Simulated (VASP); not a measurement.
# MgCdSeS: structure and properties in VASP, part 2 of 8

Aim: relax MgCdSeS, then compute properties on the relaxed cell. The cell is invented: it takes the structure of a Materials Project entry for ZnCdSeS (space group 156 there), with some of its atoms replaced by other elements, volume scaled by an estimate. It may not be a known or stable phase.

VASP 6.6.1, plane waves and PAW; the level of theory is named at each step.

So far. Step 2 (Rough relaxation of the start cell): It ends with a largest force of 0.034 eV/Å and a pressure of 0.03 GPa. The relaxed cell has a = 4.148, c = 6.785 Å (conventional setting).

## Step 3: Relaxing cell and atoms (PBE + D3(BJ))

Level of this step: PBE with D3(BJ); plane waves and PAW (Cd, Se, S, Mg); invented cell (VASP).

Properties are meant for the cell that this level of theory prefers, so cell and atoms are relaxed first (ISIF = 3) until forces and stress are small; EDIFFG sets the threshold.

File INCAR:

```
SYSTEM = MgCdSeS
PREC = Accurate
ENCUT = 400
EDIFF = 1E-06
NELM = 100
ISMEAR = -1
SIGMA = 0.05
LREAL = .FALSE.
ALGO = Normal
GGA = PE
IVDW = 12
NBANDS = 19
LORBIT = 11
LWAVE = .FALSE.
LCHARG = .FALSE.
KPAR = 2
IBRION = 2
NSW = 60
ISIF = 3
EDIFFG = -0.01
```

File POSCAR:

```
MgCdSeS
1.0
    4.1479216053     -0.0000000035      0.0000000000
   -2.0739613086      3.5922056577      0.0000000000
    0.0000000000      0.0000000000      6.7848596076
Cd Se S Mg
1 1 1 1
Direct
    0.0000000000      0.0000000000      0.5157736159
    0.3333333300      0.6666666700      0.3623898851
    0.0000000000      0.0000000000      0.8889872389
    0.3333333300      0.6666666700      0.9848492601
```

File KPOINTS:

```
Automatic mesh
0
Gamma
6 6 4
0 0 0
```

PAW data sets: Cd, Se, S and Mg (PBE family, release 64).

Run with:

```sh
$ mpirun -np 2 vasp_std
```

Output:

```text
[... set-up lines as in an earlier step ...]
 entering main loop
       N       E                     dE             d eps       ncg     rms          rms(c)
DAV:   1     0.119221112962E+03    0.11922E+03   -0.98406E+03   912   0.949E+02
DAV:   2    -0.754478219356E+01   -0.12677E+03   -0.12342E+03  1067   0.237E+02
DAV:   3    -0.146643784998E+02   -0.71196E+01   -0.70990E+01  1123   0.558E+01
DAV:   4    -0.147219582857E+02   -0.57580E-01   -0.57559E-01  1154   0.516E+00
DAV:   5    -0.147226250555E+02   -0.66677E-03   -0.66674E-03  1120   0.544E-01    0.786E+00
DAV:   6    -0.137995572457E+02    0.92307E+00   -0.20839E+00  1021   0.128E+01    0.633E+00
DAV:   7    -0.137615557747E+02    0.38001E-01   -0.70843E-01  1093   0.460E+00    0.324E+00
DAV:   8    -0.137668040871E+02   -0.52483E-02   -0.61067E-02   990   0.263E+00    0.539E-01
DAV:   9    -0.137671198729E+02   -0.31579E-03   -0.10880E-02  1094   0.122E+00    0.117E-01
DAV:  10    -0.137675801027E+02   -0.46023E-03   -0.10463E-03  1000   0.308E-01    0.887E-02
DAV:  11    -0.137678096099E+02   -0.22951E-03   -0.24682E-04  1036   0.945E-02    0.318E-02
DAV:  12    -0.137678682259E+02   -0.58616E-04   -0.84166E-05  1030   0.569E-02    0.964E-03
DAV:  13    -0.137678728757E+02   -0.46498E-05   -0.98165E-06  1114   0.254E-02    0.569E-03
DAV:  14    -0.137678731348E+02   -0.25912E-06   -0.92847E-07   872   0.914E-03
   1 F= -.14950093E+02 E0= -.14950093E+02  d E =-.149501E+02
 curvature:   0.00 expect dE= 0.000E+00 dE for cont linesearch  0.000E+00
 trial: gam= 0.00000 g(F)=  0.136E-03 g(S)=  0.251E-04 ort = 0.000E+00 (trialstep = 0.100E+01)
 search vector abs. value=  0.161E-03
 bond charge predicted
       N       E                     dE             d eps       ncg     rms          rms(c)
DAV:   1    -0.137682471596E+02   -0.37428E-03   -0.86379E-03   927   0.580E-01    0.658E-02
DAV:   2    -0.137682401132E+02    0.70464E-05   -0.37344E-04  1036   0.141E-01    0.264E-02
DAV:   3    -0.137682270583E+02    0.13055E-04   -0.14580E-05  1183   0.311E-02    0.171E-02
DAV:   4    -0.137682215026E+02    0.55558E-05   -0.11593E-05  1071   0.253E-02    0.491E-03
DAV:   5    -0.137682214758E+02    0.26800E-07   -0.18953E-06   702   0.111E-02
   2 F= -.14950194E+02 E0= -.14950194E+02  d E =-.100789E-03
[...]
3 F= -.14950201E+02 E0= -.14950201E+02  d E =-.107727E-03
 curvature:  -0.67 expect dE=-0.384E-04 dE for cont linesearch -0.108E-08
 trial: gam= 0.35039 g(F)=  0.192E-04 g(S)=  0.377E-04 ort = 0.506E-06 (trialstep = 0.107E+01)
 search vector abs. value=  0.769E-04
 bond charge predicted
       N       E                     dE             d eps       ncg     rms          rms(c)
DAV:   1    -0.137682446520E+02    0.71074E-04   -0.45586E-03   912   0.440E-01    0.377E-02
DAV:   2    -0.137682239568E+02    0.20695E-04   -0.14496E-04  1121   0.934E-02    0.182E-02
DAV:   3    -0.137682138018E+02    0.10155E-04   -0.13922E-05  1082   0.288E-02    0.948E-03
DAV:   4    -0.137682122903E+02    0.15115E-05   -0.36690E-06  1025   0.146E-02    0.317E-03
DAV:   5    -0.137682122653E+02    0.24955E-07   -0.31981E-07   471   0.487E-03
   4 F= -.14950253E+02 E0= -.14950253E+02  d E =-.516729E-04
 trial-energy change:   -0.000052  1 .order   -0.000051   -0.000061   -0.000042
 step:   3.3892(harm=  3.3892)  dis= 0.00351  next Energy=   -14.950298 (dE=-0.966E-04)
 reached required accuracy - stopping structural energy minimisation
```

It took 61 s on 2 MPI ranks of AMD EPYC 7R43, shared host; peak memory 0.36 GiB; 1.8 min of CPU time.

Parts of OUTCAR (step 3):

```text
  LATTYP: Found a hexagonal cell.
 ALAT       =     4.1479216053
 C/A-ratio  =     1.6357251301

The static configuration has the point symmetry C_3v.

 Found     24 irreducible k-points:

   k-points           NKPTS =     24   k-points in BZ     NKDIM =     24   number of bands    NBANDS=     19

   dimension x,y,z NGX =    28 NGY =   28 NGZ =   48
   dimension x,y,z NGXF=    56 NGYF=   56 NGZF=   96

   ENCUT  =  400.0 eV  29.40 Ry    5.42 a.u.   6.76  6.76 11.06*2*pi/ulx,y,z

   NELECT =      26.0000    total number of electrons

 Edisp (eV)   -1.18189

 E-fermi :   2.3268

 k-point     1 :       0.0000    0.0000    0.0000
  band No.  band energies     occupation
    ...
      9      -0.0884      2.00000
     10      -0.0883      2.00000
     11       0.9904      2.00000
     12       1.5621      2.00000
     13       1.5621      2.00000
     14       3.0186      0.00000
     15       4.7273      0.00000
     16       7.7908      0.00000
     17       7.7908      0.00000
     18       7.9734      0.00000
    ...

 k-point     2 :       0.1667    0.0000    0.0000
  band No.  band energies     occupation
    ...
      9      -0.7843      2.00000
     10      -0.2407      2.00000
     11       0.2281      2.00000
     12       0.9268      2.00000
     13       1.3335      2.00000
     14       4.0906      0.00000
     15       5.4873      0.00000
     16       7.1941      0.00000
     17       7.8185      0.00000
     18       8.1843      0.00000
    ...

 Edisp (eV)   -1.18204

  Total       0.01264     0.01264    -0.03826    -0.00000     0.00000     0.00000
  in kB       0.20025     0.20025    -0.60633    -0.00000     0.00000     0.00000
  external pressure =       -0.07 kB  Pullay stress =        0.00 kB

  energy-cutoff  :      400.00
  volume of cell :      101.11
      direct lattice vectors                 reciprocal lattice vectors
     4.147718091 -0.000000003 -0.000000000     0.241096424  0.139197113 -0.000000000
    -2.073859552  3.592029410  0.000000000     0.000000000  0.278394157 -0.000000000
     0.000000000  0.000000000  6.786352530     0.000000000 -0.000000000  0.147354561

 POSITION                                       TOTAL-FORCE (eV/Angst)
 -----------------------------------------------------------------------------------
      0.00000      0.00000      3.50005         0.000000      0.000000      0.004012
     -0.00000      2.39469      2.45963        -0.000000     -0.000000     -0.001585
      4.14772     -0.00000      6.03650         0.000000      0.000000      0.006113
     -0.00000      2.39469      6.67985        -0.000000     -0.000000     -0.008541
 -----------------------------------------------------------------------------------
    total drift:                                0.000014     -0.000001      0.000153

  FREE ENERGIE OF THE ION-ELECTRON SYSTEM (eV)
  ---------------------------------------------------
  free  energy   TOTEN  =       -14.9502528494 eV

  energy  without entropy=      -14.9502528278  energy(sigma->0) =      -14.95025284

 total charge
# of ion       s       p       d       tot
------------------------------------------
    1        0.442   0.333   9.554  10.329
    2        1.439   2.445   0.020   3.904
    3        1.314   2.462   0.000   3.776
    4        0.161   0.135   0.035   0.331
--------------------------------------------------
tot          3.356   5.375   9.609  18.340

[... 2 parts as in an earlier step ...]

[... 7 further parts left out ...]
```

Little changed from the start: no atom moved by 0.005 Å and no cell edge by 0.1 %.

This step gave:

| Property | Result |
| --- | --- |
| irreducible k-points | 24 |
| free energy (TOTEN) | -14.95 eV |
| Fermi energy | 2.327 eV |
| pressure | -0.006861 GPa |
| SCF cycles over all ionic steps | 28 |
| gap on the k-mesh | 1.457 eV |
| least direct gap on the k-mesh | 1.457 eV |

It ends with a largest force of 0.009 eV/Å and a pressure of -0.01 GPa.

## Step 4: Density, ELF and potential (PBE + D3(BJ))

The relaxed cell gets a fresh self-consistent run, on a basis set for its own volume, to fix the density and to check the remaining stress.

Edit INCAR of step 3 so:

```diff
@@ -14,7 +14,5 @@
 LWAVE = .FALSE.
-LCHARG = .FALSE.
-KPAR = 2
-IBRION = 2
-NSW = 60
-ISIF = 3
-EDIFFG = -0.01
+LCHARG = .TRUE.
+ISIF = 2
+LELF = .TRUE.
+LVHAR = .TRUE.
```

File POSCAR:

```
MgCdSeS
1.0
    4.1477180915     -0.0000000035      0.0000000000
   -2.0738595516      3.5920294095      0.0000000000
    0.0000000000      0.0000000000      6.7863525304
Cd Se S Mg
1 1 1 1
Direct
    0.0000000000      0.0000000000      0.5157483855
    0.3333333300      0.6666666700      0.3624382654
    0.0000000000      0.0000000000      0.8895062893
    0.3333333300      0.6666666700      0.9843070599
```

KPOINTS is that of step 3.

Run with:

```sh
$ mpirun -np 2 vasp_std
```

Output:

```text
[banner, memory and clock lines left out]
running    2 mpi-ranks, on    1 nodes
 distrk:  each k-point on    2 cores,    1 groups
 distr:  one band on    1 cores,    2 groups

 POSCAR found type information on POSCAR CdSeS Mg
 POSCAR found :  4 types and       4 ions
 LDA part: xc-table for (Slater+PW92), standard interpolation
|                                                                             |
|           W    W    AA    RRRRR   N    N  II  N    N   GGGG   !!!           |
|           W    W   A  A   R    R  NN   N  II  NN   N  G    G  !!!           |
|           W    W  A    A  R    R  N N  N  II  N N  N  G       !!!           |
|           W WW W  AAAAAA  RRRRR   N  N N  II  N  N N  G  GGG   !            |
|           WW  WW  A    A  R   R   N   NN  II  N   NN  G    G                |
|           W    W  A    A  R    R  N    N  II  N    N   GGGG   !!!           |
|                                                                             |
|     The number of bands has been changed from the values supplied in        |
|     The orbitals not found in the WAVECAR file will be initialized with     |
|     random numbers, which is usually adequate. For correlated               |
|     calculations, however, you should redo the groundstate calculation.     |
|     I found NBANDS = 19. Now, NBANDS = 20.                                  |
|                                                                             |

 POSCAR, INCAR and KPOINTS ok, starting setup
 FFT: planning ... GRIDC
 FFT: planning ... GRID_SOFT
 FFT: planning ... GRID
 WAVECAR not read
 entering main loop
       N       E                     dE             d eps       ncg     rms          rms(c)
DAV:   1     0.118698858028E+03    0.11870E+03   -0.97894E+03   960   0.900E+02
DAV:   2    -0.734333810936E+01   -0.12604E+03   -0.12235E+03  1108   0.227E+02
DAV:   3    -0.146568434442E+02   -0.73135E+01   -0.72859E+01  1168   0.539E+01
DAV:   4    -0.147226497579E+02   -0.65806E-01   -0.65784E-01  1168   0.522E+00
DAV:   5    -0.147234364215E+02   -0.78666E-03   -0.78665E-03  1200   0.566E-01    0.784E+00
DAV:   6    -0.137999041812E+02    0.92353E+00   -0.19668E+00  1056   0.121E+01    0.632E+00
DAV:   7    -0.137617583000E+02    0.38146E-01   -0.68884E-01  1140   0.437E+00    0.323E+00
DAV:   8    -0.137671320148E+02   -0.53737E-02   -0.58163E-02  1032   0.246E+00    0.550E-01
DAV:   9    -0.137675223859E+02   -0.39037E-03   -0.10533E-02  1136   0.116E+00    0.117E-01
DAV:  10    -0.137679572557E+02   -0.43487E-03   -0.10592E-03  1072   0.305E-01    0.895E-02
DAV:  11    -0.137681961600E+02   -0.23890E-03   -0.26884E-04  1068   0.957E-02    0.316E-02
DAV:  12    -0.137682465435E+02   -0.50384E-04   -0.77789E-05  1124   0.551E-02    0.102E-02
DAV:  13    -0.137682511759E+02   -0.46324E-05   -0.94327E-06  1136   0.245E-02    0.547E-03
DAV:  14    -0.137682514409E+02   -0.26499E-06   -0.97428E-07   948   0.896E-03
   1 F= -.14950292E+02 E0= -.14950292E+02  d E =-.216438E-07
```

The job ended after 33 s (2 MPI ranks; peak memory 0.27 GiB).

Parts of OUTCAR (step 4):

```text
  LATTYP: Found a hexagonal cell.
 ALAT       =     4.1477180915
 C/A-ratio  =     1.6361653277

The static configuration has the point symmetry C_3v.

 Found     24 irreducible k-points:

   k-points           NKPTS =     24   k-points in BZ     NKDIM =     24   number of bands    NBANDS=     20

   ENCUT  =  400.0 eV  29.40 Ry    5.42 a.u.   6.76  6.76 11.07*2*pi/ulx,y,z

   NELECT =      26.0000    total number of electrons

 E-fermi :   2.3269

 k-point     1 :       0.0000    0.0000    0.0000
  band No.  band energies     occupation
    ...
      9      -0.0885      2.00000
     10      -0.0885      2.00000
     11       0.9903      2.00000
     12       1.5621      2.00000
     13       1.5621      2.00000
     14       3.0185      0.00000
     15       4.7274      0.00000
     16       7.7908      0.00000
     17       7.7908      0.00000
     18       7.9734      0.00000
    ...

 k-point     2 :       0.1667    0.0000    0.0000
  band No.  band energies     occupation
    ...
      9      -0.7845      2.00000
     10      -0.2408      2.00000
     11       0.2281      2.00000
     12       0.9267      2.00000
     13       1.3334      2.00000
     14       4.0905      0.00000
     15       5.4873      0.00000
     16       7.1940      0.00000
     17       7.8185      0.00000
     18       8.1844      0.00000
    ...

 Edisp (eV)   -1.18204

  Total       0.01022     0.01022    -0.03979    -0.00000     0.00000     0.00000
  in kB       0.16189     0.16189    -0.63047    -0.00000     0.00000     0.00000
  external pressure =       -0.10 kB  Pullay stress =        0.00 kB

  energy-cutoff  :      400.00
  volume of cell :      101.11
      direct lattice vectors                 reciprocal lattice vectors
     4.147718091 -0.000000003  0.000000000     0.241096424  0.139197113  0.000000000
    -2.073859552  3.592029409  0.000000000     0.000000000  0.278394157  0.000000000
     0.000000000  0.000000000  6.786352530     0.000000000  0.000000000  0.147354561

 POSITION                                       TOTAL-FORCE (eV/Angst)
 -----------------------------------------------------------------------------------
      0.00000      0.00000      3.50005         0.000000     -0.000000      0.004010
     -0.00000      2.39469      2.45963         0.000000      0.000000     -0.001700
      0.00000      0.00000      6.03650        -0.000000     -0.000000      0.006208
     -0.00000      2.39469      6.67985        -0.000000      0.000000     -0.008517
 -----------------------------------------------------------------------------------
    total drift:                                0.000014     -0.000001      0.000206

  FREE ENERGIE OF THE ION-ELECTRON SYSTEM (eV)
  ---------------------------------------------------
  free  energy   TOTEN  =       -14.9502920250 eV

  energy  without entropy=      -14.9502920034  energy(sigma->0) =      -14.95029201

 total charge
# of ion       s       p       d       tot
------------------------------------------
    1        0.442   0.332   9.554  10.329
    2        1.439   2.445   0.020   3.904
    3        1.314   2.462   0.000   3.776
    4        0.161   0.135   0.035   0.331
--------------------------------------------------
tot          3.356   5.375   9.609  18.340

[... 2 parts as in an earlier step ...]

[... 7 further parts left out ...]
```

This step gave:

```yaml
scf_cycles: 14
bands: 20
pressure: -0.01022 GPa
gap_on_the_k_mesh: 1.456 eV
least_direct_gap_on_the_k_mesh: 1.456 eV
```

Valence electrons inside each PAW sphere by angular momentum. Sphere charges, by row:

| atom | s (e) | p (e) | d (e) | tot (e) |
| --- | --- | --- | --- | --- |
| Cd1 | 0.442 | 0.332 | 9.554 | 10.33 |
| Se2 | 1.439 | 2.445 | 0.02 | 3.904 |
| S3 | 1.314 | 2.462 | 0 | 3.776 |
| Mg4 | 0.161 | 0.135 | 0.035 | 0.331 |

Electrostatic potential energy in the ac plane at fractional y = 0.000, with atoms of Cd and S within 0.2 Å of it. With pseudopotentials it is smooth inside the atoms' cores, unlike the true potential.

Ten even steps from '0' (-66 eV) to '9' (4 eV), each cell a mean:
```
01689999999841
00489999999710
00389999999710
01689999999830
56899999999986
88999999999998
89999999999998
78899999999988
77789999999877
77789999998877
77789999998777
77789999998877
77889999999877
88999999999988
99999999999999
99999999999999
99999999999999
99999999999999
99999999999999
99999999999999
99999999999999
67999999999987
```
Columns run along a (4.1 Å; values clipped at the 3rd and 97th percentile), rows up along c (6.8 Å). Atoms in or near the plane, at fractional coordinates: Cd at (0.00, 0.52), S at (0.00, 0.89).

Valence density in the ac plane at fractional y = 0.000, with atoms of Cd and S within 0.2 Å of it. It is the smooth field of the valence electrons, not physical close to the nuclei.

Ten steps, logarithmic in the rise over the least value, from '0' (0.0 e/Å³) to '9' (9.2 e/Å³), each cell a mean:
```
55542100113455
24542100123454
14542100113454
55532100013455
55431000012345
43321000001234
33210000001123
54321000001245
77531000012367
98642110112579
99742111113589
98642222223478
76432222222356
43222222222233
21111222221111
00011122211000
00000111110000
00000001000000
00000000000000
11100000000011
33211000001223
44321100012344
```
Columns run along a (4.1 Å), rows up along c (6.8 Å). Atoms in or near the plane, at fractional coordinates: Cd at (0.00, 0.52), S at (0.00, 0.89).

ELF in the ac plane at fractional y = 0.000, with atoms of Cd and S within 0.2 Å of it. It is the smooth field of the valence electrons, not physical close to the nuclei.

Ten even steps from '0' (0.00) to '9' (0.88), each cell a mean:
```
79998621379998
47999621379996
36998621379985
78997510268998
99986300147899
87653100024577
33221000011223
22211000011122
11221111112221
00221222222310
00122245322200
00222467642210
22223678752222
32224788763222
21125788763211
11124677763111
00013566642100
00001245421000
11000122110011
54321001001244
88764200125788
99997410258999
```
Columns run along a (4.1 Å), rows up along c (6.8 Å). Atoms in or near the plane, at fractional coordinates: Cd at (0.00, 0.52), S at (0.00, 0.89).

In this run the pressure is -0.01 GPa, small enough to go on.

(Continued in part 3 of 8.)

[Lines on the potential files, build, host, timing and source positions are cut from VASP's logs without a mark.]

[Logs are printed without paths, hosts, clocks, repeated set-up lines and the standing remarks that a program may print on its own settings, such as how far it seeks lower states.]

[Hosts, paths, dates, database ids (printed as entryN), source tags and the programs' standing remarks are cut or masked in the printed files.]

[A measured line is paired with the nearest computed mode of its activity, which favours agreement.]
